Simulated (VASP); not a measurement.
Level of theory: optB88-vdW, VASP's PBE PAW potentials (set 64) (plane waves; VASP).

The input files of a VASP run:

### INCAR
```
# general
SYSTEM  =PtSe2 monolayer
PREC    =Normal
ENCUT   =400
LREAL   =F
LASPH   =T

# electronic loop
EDIFF   =1E-5
NELM    =100
NELMIN  =4
ALGO    =Normal
LMAXMIX =6

# smearing
ISMEAR  =0
SIGMA   =0.05

# functional
GGA     =BO
LUSE_VDW=T
AGGAC   =0.0
PARAM1  =0.1833333333
PARAM2  =0.22

# ions
IBRION  =2
NSW     =50
ISIF    =4
EDIFFG  =-0.03

# output
LWAVE   =T
LCHARG  =F
```

File POSCAR:
```
PtSe2 monolayer
1
    3.7985522209     0.0000000000     0.0000000000
   -1.8992761105     3.2896429781     0.0000000000
    0.0000000000     0.0000000000    18.7081720325
Se Pt
2 1
Direct
  0.6666670000   0.3333330000   0.4303200000
  0.3333330000   0.6666670000   0.5696800000
  0.0000000000   0.0000000000   0.5000000000
```

KPOINTS:
```
kpoints
0
gamma
12 12 1
```

POTCAR, in this order: Se Pt (PBE.64 set). Program: vasp_std.

Problem. Estimate the energy per atom (σ→0).

Solution. 
The energy per atom (σ→0) is -2.681 eV/atom.

OSZICAR:
```
...
DAV:   4    -0.804341571640E+01    0.73534E-05   -0.99830E-05   647   0.635E-02
   5 F= -.80434157E+01 E0= -.80434157E+01  d E =-.110802E-02
       N       E                     dE             d eps       ncg     rms          rms(c)
DAV:   1    -0.804354562605E+01   -0.12256E-03   -0.50312E-02   570   0.136E+00    0.120E-01
DAV:   2    -0.804363417500E+01   -0.88549E-04   -0.20565E-03   570   0.288E-01    0.521E-02
DAV:   3    -0.804360914511E+01    0.25030E-04   -0.60892E-05   591   0.617E-02    0.286E-02
DAV:   4    -0.804361654332E+01   -0.73982E-05   -0.43469E-05   554   0.417E-02
   6 F= -.80436165E+01 E0= -.80436165E+01  d E =-.130885E-02
```

The cell is a sheet with vacuum, built from PtSe2 (1T layered).
